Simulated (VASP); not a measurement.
Input:

```yaml
crystal:
  lattice:
    - [0.00000, 3.16151, 3.16151]
    - [3.16151, 0.00000, 3.16151]
    - [3.16151, 3.16151, 0.00000]
  atoms:
    - { symbol: Si, position: [0.00000, 0.00000, 0.00000] }
    - { symbol: Mg, position: [0.25000, 0.25000, 0.25000] }
    - { symbol: Mg, position: [0.75000, 0.75000, 0.75000] }
```

Method: PBEsol GGA, VASP's PBE PAW potentials (set 64) (plane waves; VASP). Run with 400 eV cut-off, Gaussian smearing of 0.050 eV, potentials Si Mg.

Q: Give the energies of bands 2 to 7 at the high-symmetry points, in eV from the valence-band maximum.

A: 
```csv
band,Γ,X,U,L,W
2,0.00,-4.48,-4.05,-4.83,-3.64
3,0.00,-1.97,-3.50,-0.71,-3.64
4,0.00,-1.97,-1.65,-0.71,-2.72
5,1.89,0.11,0.65,1.29,2.62
6,2.56,0.41,2.97,2.52,3.59
7,2.56,7.95,5.85,2.52,3.59
```

The gap is indirect, 0.11 eV, from the valence maximum at Γ to the conduction minimum at X.

The structure comes from a measured Mg2Si entry (Fm-3m) of the Crystallography Open Database, whose conditions weren't checked. It was relaxed first.
